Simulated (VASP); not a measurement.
# CaSi2Sb2 (P-3m1) in VASP: a series of runs, part 2 of 2

VASP 6.6.1.

## (3) Band structure, PBE

The input, POSCAR:

```
CaSi2Sb2
1.0
    4.9973900000      0.0000000000      0.0000000000
   -2.4987000000      4.3278700000      0.0000000000
    0.0000000000      0.0000000000      5.8616900000
Ca Si Sb
1 2 2
Direct
    0.0000000000      0.0000000000      0.0000000000
    0.3333300000      0.6666700000      0.2564800000
    0.6666700000      0.3333300000      0.7435200000
    0.3333300000      0.6666700000      0.7224000000
    0.6666700000      0.3333300000      0.2776000000
```

The input, INCAR.step1:

```
ALGO = Normal
EDIFF = 1E-7
ENCUT = 600
GGA = PE
ISIF = 2
ISMEAR = -1
LASPH = True
LCHARG = True
LREAL = False
LWAVE = False
NBANDS = 21
NELM = 60
PREC = Accurate
SIGMA = 0.05
```

The input, KPOINTS.step1:

```
k-points
0
Gamma
  5 5 4
```

The input, INCAR.step2:

```
ALGO = Normal
EDIFF = 1E-7
ENCUT = 600
GGA = PE
ICHARG = 11
ISIF = 2
ISMEAR = 0
LASPH = True
LCHARG = False
LREAL = False
LWAVE = False
NBANDS = 21
NELM = 60
PREC = Accurate
SIGMA = 0.05
```

The input, KPOINTS.step2:

```
path GMKGALHA,LM,KH
20
line-mode
reciprocal
 0.0000000000  0.0000000000  0.0000000000  G
 0.5000000000  0.0000000000  0.0000000000  M

 0.5000000000  0.0000000000  0.0000000000  M
 0.3333333333  0.3333333333  0.0000000000  K

 0.3333333333  0.3333333333  0.0000000000  K
 0.0000000000  0.0000000000  0.0000000000  G

 0.0000000000  0.0000000000  0.0000000000  G
 0.0000000000  0.0000000000  0.5000000000  A

 0.0000000000  0.0000000000  0.5000000000  A
 0.5000000000  0.0000000000  0.5000000000  L

 0.5000000000  0.0000000000  0.5000000000  L
 0.3333333333  0.3333333333  0.5000000000  H

 0.3333333333  0.3333333333  0.5000000000  H
 0.0000000000  0.0000000000  0.5000000000  A

 0.5000000000  0.0000000000  0.5000000000  L
 0.5000000000  0.0000000000  0.0000000000  M

 0.3333333333  0.3333333333  0.0000000000  K
 0.3333333333  0.3333333333  0.5000000000  H
```

Potentials or basis: VASP PAW PBE potentials, release 54 (Ca_pv, Si, Sb).

Launch:

```
$ cat potpaw_PBE.54/Ca_pv/POTCAR potpaw_PBE.54/Si/POTCAR potpaw_PBE.54/Sb/POTCAR > POTCAR
$ cp INCAR.step1 INCAR
$ cp KPOINTS.step1 KPOINTS
$ mpirun -np 1 vasp_std > vasp.out
$ cp INCAR.step2 INCAR
$ cp KPOINTS.step2 KPOINTS
$ mpirun -np 1 vasp_std > vasp.out
```

OUTCAR:

```text
EDIFF = 1E-7
   ENCUT = 600
   GGA = PE
   ICHARG = 11
   ISIF = 2
   ISMEAR = 0
   LASPH = True
   LREAL = False
   NELM = 60
   PREC = Accurate

 ion  position               nearest neighbor table
   1  0.000  0.000  0.000-   2 3.25   3 3.25   3 3.25   2 3.25   3 3.25   2 3.25   4 3.31   5 3.31
                             5 3.31   4 3.31   4 3.31   5 3.31
   2  0.333  0.667  0.256-   4 2.73   5 2.89   5 2.89   5 2.89   4 3.13   1 3.25   1 3.25   1 3.25

   3  0.667  0.333  0.744-   5 2.73   4 2.89   4 2.89   4 2.89   5 3.13   1 3.25   1 3.25   1 3.25

   4  0.333  0.667  0.722-   2 2.73   3 2.89   3 2.89   3 2.89   2 3.13   1 3.31   1 3.31   1 3.31

   5  0.667  0.333  0.278-   3 2.73   2 2.89   2 2.89   2 2.89   3 3.13   1 3.31   1 3.31   1 3.31

  LATTYP: Found a hexagonal cell.
 ALAT       =     4.9973900000
 C/A-ratio  =     1.1729502800

  Lattice vectors:

 A1 = (   4.9973900000,   0.0000000000,   0.0000000000)
 A2 = (  -2.4987000000,   4.3278700000,   0.0000000000)
 A3 = (   0.0000000000,   0.0000000000,   5.8616900000)

Analysis of symmetry for initial positions (statically):
=====================================================================
 Subroutine PRICEL returns:
 Original cell was already a primitive cell.

 Routine SETGRP: Setting up the symmetry group for a
 hexagonal supercell.

 Subroutine GETGRP returns: Found  4 space group operations
 (whereof  4 operations were pure point group operations)
 out of a pool of 24 trial point group operations.

The static configuration has the point symmetry C_2h.

Analysis of symmetry for dynamics (positions and initial velocities):
=====================================================================
 Subroutine PRICEL returns:
 Original cell was already a primitive cell.

 Routine SETGRP: Setting up the symmetry group for a
 hexagonal supercell.

 Subroutine GETGRP returns: Found  4 space group operations
 (whereof  4 operations were pure point group operations)
 out of a pool of 24 trial point group operations.

The dynamic configuration has the point symmetry C_2h.

 Subroutine INISYM returns: Found  4 space group operations
 (whereof  4 operations are pure point group operations),
 and found     1 'primitive' translations

----------------------------------------------------------------------------------------

                                     Primitive cell

  volume of cell :     126.7769

  direct lattice vectors                    reciprocal lattice vectors
     4.997390000  0.000000000  0.000000000     0.200104455  0.115530504  0.000000000
    -2.498700000  4.327870000  0.000000000     0.000000000  0.231060545  0.000000000
     0.000000000  0.000000000  5.861690000     0.000000000  0.000000000  0.170599264

  length of vectors
     4.997390000  4.997395364  5.861690000     0.231060793  0.231060545  0.170599264

  position of ions in fractional coordinates (direct lattice)
     0.000000000  0.000000000  0.000000000
     0.333330000  0.666670000  0.256480000
     0.666670000  0.333330000  0.743520000
     0.333330000  0.666670000  0.722400000
     0.666670000  0.333330000  0.277600000

  ion indices of the primitive-cell ions
   primitive index   ion index
                 1           1
[... 25 lines left out ...]
            Coordinates               Weight
  0.000000  0.000000  0.000000      0.005556
  0.026316  0.000000  0.000000      0.005556
  0.052632  0.000000  0.000000      0.005556
  0.078947  0.000000  0.000000      0.005556
  0.105263  0.000000  0.000000      0.005556
  0.131579  0.000000  0.000000      0.005556
[... 16 lines left out ...]
  0.482456  0.035088  0.000000      0.005556
  0.473684  0.052632  0.000000      0.005556
 [... further k-points ...]
   k-points           NKPTS =    180   k-points in BZ     NKDIM =    180   number of bands    NBANDS=     21
   number of dos      NEDOS =    301   number of ions     NIONS =      5
   total plane-waves  NPLWV =  76800
   dimension x,y,z NGX =    40 NGY =   40 NGZ =   48
   dimension x,y,z NGXF=    80 NGYF=   80 NGZF=   96
   ions per type =               1   2   2
   NGX,Y,Z   is equivalent  to a cutoff of  13.31, 13.31, 13.61 a.u.
   NGXF,Y,Z  is equivalent  to a cutoff of  26.61, 26.61, 27.23 a.u.
 SYSTEM =  unknown system
   PREC   = accura    normal or accurate (medium, high low for compatibility)
   ISTART =      0    job   : 0-new  1-cont  2-samecut
   ICHARG =     11    charge: 1-file 2-atom 10-const
   ISPIN  =      1    spin polarized calculation?
   LNONCOLLINEAR =      F non collinear calculations
   LSORBIT =      F    spin-orbit coupling
   LASPH  =      T    aspherical Exc in radial PAW
   ENCUT  =  600.0 eV  44.10 Ry    6.64 a.u.   9.98  9.98 11.71*2*pi/ulx,y,z
   NELM   =     60;   NELMIN=  2; NELMDL=  0     # of ELM steps
   EDIFF  = 0.1E-06   stopping-criterion for ELM
   LREAL  =      F    real-space projection
   EDIFFG = 0.1E-05   stopping-criterion for IOM
   NSW    =      0    number of steps for IOM
   IBRION =     -1    ionic relax: 0-MD 1-quasi-New 2-CG
   NFREE  =      0    steps in history (QN), initial steepest desc. (CG)
   ISIF   =      2    stress and relaxation
   ISYM   =      2    0-nonsym 1-usesym 2-fastsym
   POTIM  = 0.5000    time-step for ionic-motion
   TEBEG  =    0.0;   TEEND  =   0.0 temperature during run
   PSTRESS=    0.0 pullay stress
   NELECT =      26.0000    total number of electrons
   NUPDOWN=      -1.0000    fix difference up-down
   EMIN   =  10.00;   EMAX   =-10.00  energy-range for DOS
   EFERMI =   0.00;   METHOD = LEGACY
   ISMEAR =     0;   SIGMA  =   0.05  broadening in eV -4-tet -1-fermi 0-gaus
   EFERMI_NEDOS =   21; number of points for ismear=-14 and -15
   IALGO  =     38    algorithm
   IMIX   =      4    mixing-type and parameters
     AMIX     =   0.40;   BMIX     =  1.00
     AMIX_MAG =   1.60;   BMIX_MAG =  1.00
  volume/ion in A,a.u.               =      25.36       171.11
  Fermi-wavevector in a.u.,A,eV,Ry     =   0.965426  1.824391 12.681285  0.932048
  Thomas-Fermi vector in A             =   2.095142
   LORBIT       =      0    0 simple, 1 ext, 2 COOP (PROOUT), +10 PAW based schemes
   GGA     = PE    functional components
   LHFCALC =     F    Hartree Fock is set to
   AEXX    =    0.0000 exact exchange contribution
   IVDW    =     0    specifies the selected vdW correction
   LEPSILON=     F    determine dielectric tensor
   LRPA    =     F    only Hartree local field effects (RPA)
 non-spin polarized calculation
 Gauss-broadening in eV      SIGMA  =   0.05
  energy-cutoff  :      600.00
  volume of cell :      126.78
 maximum number of plane-waves:      4266
 NGX is ok and might be reduce to    40

 number of electron      26.0000002 magnetization

 Free energy of the ion-electron system (eV)
  ---------------------------------------------------
  ext. energy  EPLUGINS =         0.00000000
  ---------------------------------------------------
  free energy    TOTEN  =       -20.56278842 eV

  energy without entropy =      -20.55980357  energy(sigma->0) =      -20.56129599

 E-fermi :   6.2828     XC(G=0):  -9.4960

 val. band max:        6.2773601674   @ k =   0.3596   0.2807   0.5000
 cond. band min:       6.2898760968   @ k =   0.2982   0.2982   0.5000
 fundamental gap:      0.0125159294
 Fermi energy:         6.2827765517

 k-point     1 :       0.0000    0.0000    0.0000
  band No.  band energies     occupation
      1     -16.0030      2.00000
      2     -15.9948      2.00000
      3     -15.9948      2.00000
      4      -5.5671      2.00000
      5      -2.6642      2.00000
      6       0.0272      2.00000
[... 565 lines left out ...]
     20      10.4050      0.00000
     21      11.1508      0.00000

 [... further k-points ...]

------------------------ aborting loop because EDIFF is reached ----------------------------------------

  FORCE on cell =-STRESS in cart. coord.  units (eV):
  Direction    XX          YY          ZZ          XY          YZ          ZX
  --------------------------------------------------------------------------------------
  -------------------------------------------------------------------------------------
  Total        1.9462827     -3.1351622     -0.7269162     -4.4006472     -0.1180112      0.2044014
  in kB       24.5966638    -39.6214446     -9.1865963    -55.6143462     -1.4913974      2.5831772
  external PRESSURE =      -8.0704590 kB  Pullay stress =       0.0000000 kB

 VOLUME and BASIS-vectors are now :
 -----------------------------------------------------------------------------
  energy-cutoff  :      600.00
  volume of cell :      126.78
      direct lattice vectors                 reciprocal lattice vectors
     4.997390000  0.000000000  0.000000000     0.200104455  0.115530504  0.000000000
    -2.498700000  4.327870000  0.000000000     0.000000000  0.231060545  0.000000000
     0.000000000  0.000000000  5.861690000     0.000000000  0.000000000  0.170599264

 POSITION                                       TOTAL-FORCE (eV/Angst)
 -----------------------------------------------------------------------------------
      0.00000      0.00000      0.00000         0.000000      0.000000      0.000000
     -0.00003      2.88526      1.50341         0.586245     -0.338469      0.345067
      2.49872      1.44261      4.35828        -0.586245      0.338469     -0.345067
     -0.00003      2.88526      4.23448         0.603833     -0.348623     -0.317438
      2.49872      1.44261      1.62721        -0.603833      0.348623      0.317438
 -----------------------------------------------------------------------------------
    total drift:                                0.000000      0.000000     -0.000000

  FREE ENERGIE OF THE ION-ELECTRON SYSTEM (eV)
  ---------------------------------------------------
  free  energy   TOTEN  =       -20.5627884240 eV

  energy  without entropy=      -20.5598035652  energy(sigma->0) =      -20.56129599
```

Wall time 5.1 min (1 thread of Intel Xeon 6975P-C (Granite Rapids), shared host); peak memory 0.71 GiB.

What came out:

| Property | Result |
| --- | --- |
| Band gap along the path | none (metal or under the smearing width) |

Levels at the corners of the path, in eV from the Fermi level:
| point | band 10 | band 11 | band 12 | band 13 | band 14 | band 15 | band 16 | band 17 |
| --- | --- | --- | --- | --- | --- | --- | --- | --- |
| Γ | -2.97 | -1.51 | -1.40 | -1.40 | -0.34 | -0.34 | 0.58 | 0.58 |
| M | -3.61 | -3.07 | -2.46 | 0.05 | 1.41 | 2.02 | 2.11 | 3.05 |
| M | -3.61 | -3.07 | -2.46 | 0.05 | 1.41 | 2.02 | 2.11 | 3.05 |
| K | -4.00 | -2.76 | -0.53 | -0.53 | 1.14 | 1.72 | 1.72 | 2.31 |
| K | -4.00 | -2.76 | -0.53 | -0.53 | 1.14 | 1.72 | 1.72 | 2.31 |
| Γ | -2.97 | -1.51 | -1.40 | -1.40 | -0.34 | -0.34 | 0.58 | 0.58 |
| Γ | -2.97 | -1.51 | -1.40 | -1.40 | -0.34 | -0.34 | 0.58 | 0.58 |
| A | -2.99 | -2.99 | -1.84 | -1.13 | -0.43 | -0.43 | 0.71 | 0.71 |
| A | -2.99 | -2.99 | -1.84 | -1.13 | -0.43 | -0.43 | 0.71 | 0.71 |
| L | -2.26 | -2.01 | -1.23 | 0.19 | 0.42 | 1.05 | 1.73 | 2.84 |
| L | -2.26 | -2.01 | -1.23 | 0.19 | 0.42 | 1.05 | 1.73 | 2.84 |
| H | -1.03 | -1.03 | -0.01 | -0.01 | 0.77 | 0.77 | 1.33 | 1.33 |
| H | -1.03 | -1.03 | -0.01 | -0.01 | 0.77 | 0.77 | 1.33 | 1.33 |
| A | -2.99 | -2.99 | -1.84 | -1.13 | -0.43 | -0.43 | 0.71 | 0.71 |
| L | -2.26 | -2.01 | -1.23 | 0.19 | 0.42 | 1.05 | 1.73 | 2.84 |
| M | -3.61 | -3.07 | -2.46 | 0.05 | 1.41 | 2.02 | 2.11 | 3.05 |
| K | -4.00 | -2.76 | -0.53 | -0.53 | 1.14 | 1.72 | 1.72 | 2.31 |
| H | -1.03 | -1.03 | -0.01 | -0.01 | 0.77 | 0.77 | 1.33 | 1.33 |

Caveat: the log is that of the step along the path at fixed density, whose energy, stress, charges and moments have no meaning; spin-orbit coupling is left out, which moves the levels of the heavy elements.
